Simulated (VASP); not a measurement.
A VASP calculation is set up with these files.

INCAR:
```
SYSTEM = Cr
PREC = Accurate
ENCUT = 400
EDIFF = 1E-6
NELM = 100
ALGO = Normal
LREAL = .FALSE.
LASPH = .TRUE.
ISMEAR = 1
SIGMA = 0.1
GGA = PE
LMAXMIX = 4
ISPIN = 2
MAGMOM = 1.5 -1.5
LORBIT = 10
LWAVE = .FALSE.
LCHARG = .FALSE.
ISIF = 2
```

File POSCAR:
```
Cr
1
    5.5511827200     0.0000000000     0.0000000000
    0.0000000000     5.5511827200     0.0000000000
    0.0000000000     0.0000000000     5.5511827200
Cr
2
Direct
  0.0000000000   0.0000000000   0.0000000000
  0.5000000000   0.5000000000   0.5000000000
```

KPOINTS:
```
Automatic mesh
0
Gamma
3 3 3
0 0 0
```

POTCAR, in this order: Cr_pv (PBE.64 set). Program: vasp_std.

Output

File standard output:
```
 POSCAR found type information on POSCAR Cr
 POSCAR found :  1 types and       2 ions
 Reading from existing POTCAR
 Reading from existing POTCAR
 LDA part: xc-table for (Slater+PW92), standard interpolation
 POSCAR, INCAR and KPOINTS ok, starting setup
 WAVECAR not read
 entering main loop
       N       E                     dE             d eps       ncg     rms          rms(c)
DAV:   1     0.110696401888E+03    0.11070E+03   -0.11898E+04   360   0.982E+02
DAV:   2    -0.182752115216E+01   -0.11252E+03   -0.11198E+03   272   0.297E+02
DAV:   3    -0.675446922551E+01   -0.49269E+01   -0.48425E+01   384   0.501E+01
DAV:   4    -0.703286376711E+01   -0.27839E+00   -0.24787E+00   392   0.102E+01
DAV:   5    -0.705516465309E+01   -0.22301E-01   -0.21935E-01   432   0.156E+00    0.203E+01
DAV:   6    -0.115055709341E+02   -0.44504E+01   -0.21848E+01   272   0.346E+01    0.142E+01
DAV:   7    -0.104938117149E+02    0.10118E+01   -0.53905E+00   368   0.216E+01    0.609E+00
DAV:   8    -0.109834666384E+02   -0.48965E+00   -0.24488E+00   368   0.107E+01    0.214E+00
DAV:   9    -0.113798427532E+02   -0.39638E+00   -0.66653E-01   272   0.411E+00    0.104E+00
DAV:  10    -0.115079932910E+02   -0.12815E+00   -0.28813E-01   272   0.250E+00    0.478E-01
DAV:  11    -0.115102961909E+02   -0.23029E-02   -0.37358E-02   352   0.778E-01    0.376E-01
DAV:  12    -0.115076605049E+02    0.26357E-02   -0.67068E-03   408   0.428E-01    0.301E-01
DAV:  13    -0.115108192570E+02   -0.31588E-02   -0.33453E-03   272   0.421E-01    0.163E-01
DAV:  14    -0.115147030187E+02   -0.38838E-02   -0.68119E-03   272   0.698E-01    0.714E-02
DAV:  15    -0.115149019944E+02   -0.19898E-03   -0.35118E-04   368   0.154E-01    0.271E-02
DAV:  16    -0.115150211982E+02   -0.11920E-03   -0.19397E-04   320   0.103E-01    0.138E-02
DAV:  17    -0.115150453370E+02   -0.24139E-04   -0.37300E-05   320   0.389E-02    0.818E-03
DAV:  18    -0.115150582972E+02   -0.12960E-04   -0.17935E-05   320   0.273E-02    0.413E-03
DAV:  19    -0.115150595792E+02   -0.12820E-05   -0.66820E-06   336   0.184E-02    0.162E-03
DAV:  20    -0.115150600418E+02   -0.46262E-06   -0.16177E-06   400   0.642E-03
   1 F= -.11515060E+02 E0= -.11525429E+02  d E =0.311066E-01  mag=     0.0000
```

OUTCAR:
```
------------------------ aborting loop because EDIFF is reached ----------------------------------------
  FORCE on cell =-STRESS in cart. coord.  units (eV):
  Direction    XX          YY          ZZ          XY          YZ          ZX
  --------------------------------------------------------------------------------------
  Total       -2.0432101     -2.0432101     -2.0432101     -0.0000000     -0.0000000      0.0000000
  in kB      -19.1367000    -19.1367000    -19.1367000     -0.0000000     -0.0000000      0.0000000
  external PRESSURE =     -19.1367000 kB  Pullay stress =       0.0000000 kB
  volume of cell :      171.06
      direct lattice vectors                 reciprocal lattice vectors
     5.551182720  0.000000000  0.000000000     0.180141791  0.000000000  0.000000000
     0.000000000  5.551182720  0.000000000     0.000000000  0.180141791  0.000000000
     0.000000000  0.000000000  5.551182720     0.000000000  0.000000000  0.180141791
 POSITION                                       TOTAL-FORCE (eV/Angst)
 -----------------------------------------------------------------------------------
      0.00000      0.00000      0.00000         0.000000      0.000000     -0.000000
      2.77559      2.77559      2.77559        -0.000000      0.000000      0.000000
 -----------------------------------------------------------------------------------
    total drift:                                0.000000      0.000000      0.000000
  FREE ENERGIE OF THE ION-ELECTRON SYSTEM (eV)
  ---------------------------------------------------
  free  energy   TOTEN  =       -11.5150600418 eV

  energy  without entropy=      -11.5461666686  energy(sigma->0) =      -11.52542892

 total charge

# of ion       s       p       d       tot
------------------------------------------
    1        0.221   5.980   4.306  10.507
    2        0.221   5.980   4.306  10.507
--------------------------------------------------
tot          0.443  11.960   8.612  21.015

 magnetization (x)

# of ion       s       p       d       tot
------------------------------------------
    1        0.197   0.003   4.300   4.500
    2       -0.197  -0.003  -4.300  -4.500
--------------------------------------------------
tot          0.000   0.000   0.000   0.000
```
(Selected blocks of OUTCAR.)

Question: The run ends quietly. Is anything wrong with it?

Answer: The cause: the lattice was typed in bohr, and VASP reads ångström. The run ends without an error. Against the sound run, the energy per atom (σ→0) goes up by 3.731 eV/atom; the pressure increases by 9.87 GPa; the volume increases by 570 %. To mend it, correct POSCAR, correct KPOINTS.
**POSCAR**
```
Cr
1
    2.9376000000     0.0000000000     0.0000000000
    0.0000000000     2.9376000000     0.0000000000
    0.0000000000     0.0000000000     2.9376000000
Cr
2
Direct
  0.0000000000   0.0000000000   0.0000000000
  0.5000000000   0.5000000000   0.5000000000
```
**KPOINTS**
```
Automatic mesh
0
Gamma
9 9 9
0 0 0
```
The mended run (PBE GGA, plane waves, VASP's PBE PAW potentials (set 64)) converges, and its OSZICAR ends with
```
   1 F= -.18988060E+02 E0= -.18987940E+02  d E =-.359033E-03  mag=     0.0000
```

The compound is Cr in the bcc, AFM order structure. The cell was not relaxed at this level.
